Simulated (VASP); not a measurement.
Here is the system:

```yaml
crystal:
  lattice:
    - [1.56601, -2.71241, 0.00000]
    - [1.56601, 2.71241, 0.00000]
    - [0.00000, 0.00000, 3.48212]
  atoms:
    - { symbol: Hf, position: [0.00000, 0.00000, 0.00000] }
    - { symbol: B, position: [0.33333, 0.66667, 0.50000] }
    - { symbol: B, position: [0.66667, 0.33333, 0.50000] }
```

Level of theory: r2SCAN meta-GGA, VASP's PBE PAW potentials (set 64) (plane waves; VASP). Run with 600 eV cut-off, 10×10×8 Γ-centred mesh, first-order Methfessel-Paxton smearing of 0.10 eV, potentials Hf_pv B.

Each relaxation starts from this cell; other phases were not tried.

Task: The cell is relaxed at 1 GPa. What happens?

Result: The volume per atom goes from 9.86 to 9.82 Å³ (-0.4 %), and the cell becomes a = b = 3.128 Å, c = 3.478 Å, α = β = 90.00°, γ = 120.00°, space group P6/mmm.

Task: The cell is relaxed at 10 GPa. What happens?

Result: The volume per atom goes from 9.86 to 9.51 Å³ (-3.5 %), and the cell becomes a = 3.098 Å, b = 3.098 Å, c = 3.434 Å, α = 90.00°, β = 90.00°, γ = 120.00°, space group P6/mmm.

Failed runs are left out, and for metals the shear rows, which the mesh's noise covers.

The compound is HfB2 in the AlB2 type structure.
